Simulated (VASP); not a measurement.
Computed with PBE GGA with D3 dispersion (Becke-Johnson damping), VASP's PBE PAW potentials (set 64) (plane waves; VASP). For the first row: Settings: 520 eV cut-off, 5×5×8 Γ-centred mesh, Gaussian smearing of 0.050 eV, potentials Si O.

```
system         energy (eV/atom)
-------------  ----------------
SiO2 (rutile)           -7.9530
Si atom                 -0.8106
O atom                  -1.9053
```

Atoms are spin-polarised in a large box without symmetry, with the spin fixed by Hund's rule, and may not be in the lowest state of each functional; no zero-point energy is added.

### Question
What is the cohesive energy per atom of SiO2?

### Answer
The references average (2×(-0.8106) + 4×(-1.9053))/6 = -1.5404 eV, so the cohesive energy is -1.5404 − (-7.9530) = 6.413 eV/atom.
